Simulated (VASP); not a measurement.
Given:

```xyz
2
Lattice="0.0000 2.8503 2.8503 2.8503 0.0000 2.8503 2.8503 2.8503 0.0000" Properties=species:S:1:pos:R:3 pbc="T T T"
Nb     2.8503     2.8503     0.0000
Si     1.4251     1.4251     1.4251
```

These are PBEsol GGA, VASP's PBE PAW potentials (set 64) (plane waves; VASP 6.6.1) values and carry that method's errors. Numerical set-up: 400 eV cut-off, Gaussian smearing of 0.050 eV, potentials Nb_sv Si.

Problem. Give the energies of bands 5 to 11 at the high-symmetry points, in eV from the Fermi level.

Solution. 
```tsv
band	Γ	X	U	L	W
5	-8.47	-6.44	-6.50	-6.99	-6.45
6	-2.17	-3.56	-3.03	-2.84	-2.73
7	-2.17	-0.59	-1.29	-1.79	-1.80
8	-2.17	-0.42	-0.87	-1.79	-0.89
9	0.41	-0.42	-0.53	0.88	-0.16
10	0.41	1.36	0.71	0.88	0.55
11	5.06	1.59	1.51	1.32	1.46
```

It has no gap at this level: it comes out as a metal or semimetal.

The structure was generated: NbSi was put into the zinc blende type (F-43m), which need not be its known phase. It was relaxed first, which changed the volume by -28 %. The electron count is odd and the run is not spin-polarised, which forces a metal.
